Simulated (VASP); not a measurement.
```
CELL_PARAMETERS angstrom
      1.42078    -2.46086     0.00000
      1.42078     2.46086     0.00000
      0.00000     0.00000     9.35551
ATOMIC_POSITIONS crystal
  B  0.66667 0.33333 0.24506
  B  0.33333 0.66667 0.02245
  N  0.66667 0.33333 0.40733
  N  0.33333 0.66667 0.18811
  N  0.66667 0.33333 0.96677
  N  0.33333 0.66667 0.68414
  Al 0.66667 0.33333 0.76429
  Al 0.33333 0.66667 0.48586
```

Computed with PBEsol GGA, VASP's PBE PAW potentials (set 64) (plane waves; VASP). Run with 520 eV cut-off, Gaussian smearing of 0.050 eV, potentials B N Al.

**Question.** Give the energies of bands 7 to 20 at the high-symmetry points, in eV from the valence-band maximum.

**Answer.** 
```csv
band,Γ,M,K,A,L,H
7,-4.65,-6.85,-7.06,-2.77,-6.72,-6.99
8,-1.99,-5.66,-5.57,-1.99,-6.18,-5.94
9,-1.99,-5.22,-5.22,-1.99,-4.69,-5.55
10,-0.98,-4.02,-5.17,-1.49,-4.02,-5.47
11,-0.98,-3.56,-4.96,-1.02,-3.62,-4.64
12,-0.69,-2.65,-4.23,-1.02,-2.88,-3.71
13,-0.59,-2.63,-3.84,-0.54,-2.70,-3.53
14,-0.59,-2.16,-3.40,-0.54,-2.02,-3.03
15,0.00,-1.82,-1.95,-0.02,-1.68,-2.52
16,0.00,-0.92,-1.70,-0.02,-1.01,-2.03
17,4.80,4.03,3.81,5.04,3.84,4.39
18,5.85,4.86,6.86,5.84,5.01,5.80
19,6.59,5.33,7.52,6.49,5.36,7.93
20,7.39,6.41,7.79,7.38,6.23,8.35
```

The gap is indirect, 3.81 eV, from the valence maximum at Γ to the conduction minimum at K.

The structure was generated: Al2B2N4 was put into an ordered model structure (P3m1), which need not be its known phase. It was relaxed first.
